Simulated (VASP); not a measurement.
Input:

```
Nb
1.0
   -1.53350     1.53350     1.53350
    1.53350    -1.53350     1.53350
    1.53350     1.53350    -1.53350
Nb
1
Direct
  0.00000   0.00000   0.00000
```

Method: LDA (Ceperley-Alder, Perdew-Zunger), VASP's LDA PAW potentials (set 64) (plane waves; VASP). Run with 500 eV cut-off, 17×17×17 Γ-centred mesh, first-order Methfessel-Paxton smearing of 0.10 eV, potentials Nb_sv.

Problem. The ions, cell shape and volume at an external pressure of 45.0 GPa are relaxed. Give the cell that the relaxation ends in.

Solution. 
```
Nb
1.0
   -1.53236     1.53236     1.53236
    1.53236    -1.53236     1.53236
    1.53236     1.53236    -1.53236
Nb
1
Direct
  0.00000   0.00000   0.00000
```
Space group Im-3m (229), at a tolerance of 0.03 Å.

Problem. How do energy and volume change from the first to the last step?

Solution. The energy (σ→0) changes by +8.9 meV/atom and the volume by -0.2 %, in 3 ionic steps.

The compound is Nb in the bcc structure. This run relaxes it under an external pressure of 45 GPa. Symmetry was kept, so distortions that lower it aren't found.
